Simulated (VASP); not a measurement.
Data:

```xyz
2
Lattice="0.0000 2.7104 2.7104 2.7104 0.0000 2.7104 2.7104 2.7104 0.0000" Properties=species:S:1:pos:R:3 pbc="T T T"
Mg     0.0000     0.0000     0.0000
Se     2.7104     2.7104     2.7104
```

Method: PBE GGA with D3 dispersion (Becke-Johnson damping), VASP's PBE PAW potentials (set 64) (plane waves; VASP). Numerical set-up: 520 eV cut-off, Gaussian smearing of 0.050 eV, potentials Mg Se.

Task: Give the energies of bands 2 to 7 at the high-symmetry points, in eV from the valence-band maximum.

Result: 
```tsv
band	Γ	X	U	L	W
2	0.00	-4.36	-3.86	-5.04	-3.40
3	0.00	-1.83	-3.41	-0.60	-3.40
4	0.00	-1.83	-1.47	-0.60	-2.60
5	2.71	1.83	3.06	3.85	4.61
6	7.41	3.91	6.30	6.12	7.04
7	7.41	11.94	9.01	6.12	7.59
```

The gap is indirect, 1.83 eV, from the valence maximum at Γ to the conduction minimum at X.

The compound is MgSe in the rock salt structure. It was relaxed first.
